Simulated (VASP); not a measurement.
A run of VASP 6.6.1:

POSCAR

```
ZnAg
1.0
    3.0805204963      0.0000000000      0.0000000000
    0.0000000000      3.0805204963      0.0000000000
    0.0000000000      0.0000000000      3.0805204963
Zn Ag
1 1
Direct
    0.5000000000      0.5000000000      0.5000000000
    0.0000000000      0.0000000000      0.0000000000
```

Contents of INCAR.step1:

```
  PREC = Accurate
  ENCUT = 520
  EDIFF = 1E-6
  ISMEAR = -1
  SIGMA = 0.1
  LREAL = F
  LASPH = T
  NELM = 100
  ALGO = Normal
  ISIF = 2
  LWAVE = F
  LCHARG = T
  LMAXMIX = 4
  NBANDS = 18
```

Contents of KPOINTS.step1:

```
regular mesh
0
Gamma
  8 8 8
```

The input INCAR.step2:

```
  PREC = Accurate
  ENCUT = 520
  EDIFF = 1E-6
  ISMEAR = -5
  SIGMA = 0.1
  LREAL = F
  LASPH = T
  NELM = 100
  ALGO = Normal
  ISIF = 2
  LWAVE = F
  LCHARG = F
  LMAXMIX = 4
  LORBIT = 10
  NEDOS = 1001
  ICHARG = 11
```

The input KPOINTS.step2:

```
regular mesh
0
Gamma
  12 12 12
```

Potentials or basis: VASP PAW LDA potentials, release 64 (Zn, Ag).

Run with:

```bash
$ cat potpaw_LDA.64/Zn/POTCAR potpaw_LDA.64/Ag/POTCAR > POTCAR
$ cp INCAR.step1 INCAR
$ cp KPOINTS.step1 KPOINTS
$ mpirun -np 1 vasp_std > vasp.out
$ cp INCAR.step2 INCAR
$ cp KPOINTS.step2 KPOINTS
$ mpirun -np 1 vasp_std > vasp.out
```

Hardware: 1 thread of Intel(R) Xeon(R) Platinum 8488C (Sapphire Rapids), with other jobs on the host.

How long does it take, and how much memory?

Wall time 15 s on 1 thread of Intel(R) Xeon(R) Platinum 8488C (Sapphire Rapids), with other jobs on the host, peak memory 0.16 GiB. Counts: scf iterations 7, k points 84.
